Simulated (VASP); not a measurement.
Method: revPBE GGA, VASP's PBE PAW potentials (set 64) (plane waves; VASP 6.6.1).

VASP ran on this input.

### KPOINTS
```
Automatic mesh
0
Gamma
7 7 7
0 0 0
```

### INCAR
```
ALGO=Normal
EDIFF=1E-7
ENCUT=520
GGA=RE
ISIF=2
ISMEAR=0
LASPH=T
LCHARG=F
LREAL=F
LWAVE=F
NELM=100
PREC=Accurate
SIGMA=0.05
SYSTEM=KCl
```

POSCAR:
```
KCl
3.3105020
  0.0000000000   0.9999998634   0.9999998634
  0.9999998634   0.0000000000   0.9999998634
  0.9999998634   0.9999998634   0.0000000000
K Cl
1 1
Direct
  0.0000000000   0.0000000000   0.0000000000
  0.5000000000   0.5000000000   0.5000000000
```

POTCAR, in this order: K_sv Cl (PBE.64 set). Program: vasp_std.

The resulting files:

File OUTCAR:
```
 ion  position               nearest neighbor table
   1  0.000  0.000  0.000-
   2  0.500  0.500  0.500-
  LATTYP: Found a face centered cubic cell.
 ALAT       =     6.6210030954
 Subroutine PRICEL returns:
 Original cell was already a primitive cell.
 Subroutine GETGRP returns: Found 48 space group operations
The static configuration has the point symmetry O_h .
The dynamic configuration has the point symmetry O_h .
 Subroutine INISYM returns: Found 48 space group operations
 Subroutine IBZKPT returns following result:
 Found     20 irreducible k-points:

 Following reciprocal coordinates:
            Coordinates               Weight
  0.000000  0.000000  0.000000      1.000000
  0.142857  0.000000  0.000000      8.000000
  0.285714  0.000000  0.000000      8.000000
  0.428571  0.000000  0.000000      8.000000
  0.142857  0.142857  0.000000      6.000000
  0.285714  0.142857  0.000000     24.000000
  0.428571  0.142857  0.000000     24.000000
 -0.428571  0.142857  0.000000     24.000000
 -0.285714  0.142857  0.000000     24.000000
 -0.142857  0.142857  0.000000     12.000000
  0.285714  0.285714  0.000000      6.000000
  0.428571  0.285714  0.000000     24.000000
 -0.428571  0.285714  0.000000     24.000000
 -0.285714  0.285714  0.000000     12.000000
  0.428571  0.428571  0.000000      6.000000
 -0.428571  0.428571  0.000000     12.000000
  0.428571  0.285714  0.142857     24.000000
 -0.428571  0.285714  0.142857     48.000000
 -0.428571  0.428571  0.142857     24.000000
 -0.285714  0.428571  0.142857     24.000000
   k-points           NKPTS =     20   k-points in BZ     NKDIM =     20   number of bands    NBANDS=     12
   number of dos      NEDOS =    301   number of ions     NIONS =      2
   total plane-waves  NPLWV =  46656
   dimension x,y,z NGX =    36 NGY =   36 NGZ =   36
...
```

### OSZICAR
```
       N       E                     dE             d eps       ncg     rms          rms(c)
DAV:   1     0.106579272157E+03    0.10658E+03   -0.71576E+03   480   0.117E+03
DAV:   2     0.166323422788E+00   -0.10641E+03   -0.10005E+03   612   0.276E+02
DAV:   3    -0.659999877354E+01   -0.67663E+01   -0.67320E+01   616   0.641E+01
DAV:   4    -0.682743641768E+01   -0.22744E+00   -0.22725E+00   888   0.107E+01
DAV:   5    -0.682817909945E+01   -0.74268E-03   -0.74266E-03   624   0.664E-01    0.290E+00
DAV:   6    -0.648339978079E+01    0.34478E+00   -0.63860E-01   576   0.413E+00    0.236E+00
DAV:   7    -0.647266852130E+01    0.10731E-01   -0.17586E-01   616   0.249E+00    0.142E+00
DAV:   8    -0.649907351570E+01   -0.26405E-01   -0.33893E-02   568   0.157E+00    0.209E-01
DAV:   9    -0.650181401191E+01   -0.27405E-02   -0.35696E-03   620   0.432E-01    0.129E-01
DAV:  10    -0.650329829087E+01   -0.14843E-02   -0.18319E-03   540   0.352E-01    0.184E-02
DAV:  11    -0.650333981906E+01   -0.41528E-04   -0.70678E-05   708   0.589E-02    0.892E-03
DAV:  12    -0.650335526968E+01   -0.15451E-04   -0.21131E-05   580   0.371E-02    0.446E-03
DAV:  13    -0.650335697950E+01   -0.17098E-05   -0.32631E-06   612   0.150E-02    0.141E-03
DAV:  14    -0.650335731696E+01   -0.33747E-06   -0.44460E-07   584   0.551E-03    0.274E-04
DAV:  15    -0.650335739608E+01   -0.79116E-07   -0.13839E-08   472   0.110E-03
   1 F= -.65033574E+01 E0= -.65033574E+01  d E =-.420073E-16
```

**OUTCAR**
```
------------------------ aborting loop because EDIFF is reached ----------------------------------------
  FORCE on cell =-STRESS in cart. coord.  units (eV):
  Direction    XX          YY          ZZ          XY          YZ          ZX
  --------------------------------------------------------------------------------------
  Total       -0.1715291     -0.1715291     -0.1715291      0.0000000     -0.0000000      0.0000000
  in kB       -3.7873640     -3.7873640     -3.7873640      0.0000000     -0.0000000      0.0000000
  external PRESSURE =      -3.7873640 kB  Pullay stress =       0.0000000 kB
  volume of cell :       72.56
      direct lattice vectors                 reciprocal lattice vectors
     0.000000000  3.310501548  3.310501548    -0.151034516  0.151034516  0.151034516
     3.310501548  0.000000000  3.310501548     0.151034516 -0.151034516  0.151034516
     3.310501548  3.310501548  0.000000000     0.151034516  0.151034516 -0.151034516
  FREE ENERGIE OF THE ION-ELECTRON SYSTEM (eV)
  ---------------------------------------------------
  free  energy   TOTEN  =        -6.5033573961 eV

  energy  without entropy=       -6.5033573961  energy(sigma->0) =       -6.50335740
```
(Selected blocks of OUTCAR.)

**OUTCAR**
```
 val. band max:       -2.2583172842   @ k =   0.0000   0.0000   0.0000

 cond. band min:       2.7556569716   @ k =   0.0000   0.0000   0.0000


 Fermi energy:        -1.9871990819

 k-point     1 :       0.0000    0.0000    0.0000
  band No.  band energies     occupation
      1     -29.9595      2.00000
      2     -14.2224      2.00000
      3     -13.3824      2.00000
      4     -13.3824      2.00000
      5     -13.3824      2.00000
      6      -2.2583      2.00000
      7      -2.2583      2.00000
      8      -2.2583      2.00000
      9       2.7557      0.00000
     10       6.1629      0.00000
     11       6.1629      0.00000
     12       6.1629      0.00000

 k-point     2 :       0.1429    0.0000    0.0000
  band No.  band energies     occupation
      1     -29.9587      2.00000
      2     -14.2569      2.00000
      3     -13.3835      2.00000
      4     -13.3835      2.00000
      5     -13.3417      2.00000
      6      -2.4312      2.00000
      7      -2.3005      2.00000
      8      -2.3005      2.00000
      9       3.1612      0.00000
     10       6.0295      0.00000
     11       6.3771      0.00000
     12       6.3771      0.00000

 k-point     3 :       0.2857    0.0000    0.0000
  band No.  band energies     occupation
      1     -29.9568      2.00000
      2     -14.3248      2.00000
      3     -13.3860      2.00000
      4     -13.3860      2.00000
      5     -13.2593      2.00000
      6      -2.7676      2.00000
      7      -2.3923      2.00000
      8      -2.3923      2.00000
      9       4.1198      0.00000
     10       5.9022      0.00000
     11       6.9716      0.00000
     12       6.9716      0.00000

 k-point     4 :       0.4286    0.0000    0.0000
  band No.  band energies     occupation
      1     -29.9553      2.00000
      2     -14.3725      2.00000
      3     -13.3879      2.00000
      4     -13.3879      2.00000
      5     -13.1999      2.00000
      6      -3.0014      2.00000
...
```

The compound is KCl in the rock salt structure. This cell is one point of a volume scan, at 1.03 of the reference volume.
